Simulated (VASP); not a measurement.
```
CELL_PARAMETERS angstrom
      1.21226    -2.13166     0.00000
      1.21226     2.13166     0.00000
      0.00000     0.00000     7.08507
ATOMIC_POSITIONS crystal
  C  0.00000 0.00000 0.25000
  C  0.00000 0.00000 0.75000
  C  0.33333 0.66667 0.25000
  C  0.66667 0.33333 0.75000
```

Computed with PBEsol GGA, VASP's PBE PAW potentials (set 64) (plane waves; VASP). Run with 600 eV cut-off, 10×10×4 Γ-centred mesh, Gaussian smearing of 0.050 eV, potentials C.

Without a dispersion term in the relaxation, distances and binding between the weakly bound layers, chains or molecules are unreliable, and so is what depends on them.

Estimate the energy per atom (σ→0), pressure, largest force.

- energy per atom (σ→0) = -9.642 eV/atom
- pressure = 5.70 GPa
- largest force = 0.00872 Ry/bohr

The absolute energy has meaning only against runs of the same code, potentials and settings.

The compound is C in the graphite structure. This cell was strained or had an atom moved on purpose.
